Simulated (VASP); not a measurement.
```yaml
crystal:
  lattice:
    - [0.00000, 2.22509, 2.22509]
    - [2.22509, 0.00000, 2.22509]
    - [2.22509, 2.22509, 0.00000]
  atoms:
    - { symbol: Si, position: [0.00000, 0.00000, 0.00000] }
    - { symbol: C, position: [0.25000, 0.25000, 0.25000] }
```

The numbers are results of TPSS meta-GGA, VASP's PBE PAW potentials (set 64) (plane waves; VASP 6.6.1), not measurements. Settings: 520 eV cut-off, 10×10×10 Γ-centred mesh, Gaussian smearing of 0.050 eV, potentials Si C.

Problem. Give the stress tensor in GPa (positive for a compressed cell).

Solution. 
```
-11.32    0.00    0.00
  0.00  -11.32    0.00
  0.00    0.00  -11.32
```
The pressure is its mean diagonal, -11.32 GPa.

The compound is SiC in the zinc blende structure. This cell is one point of a volume scan, at 1.06 of the reference volume.
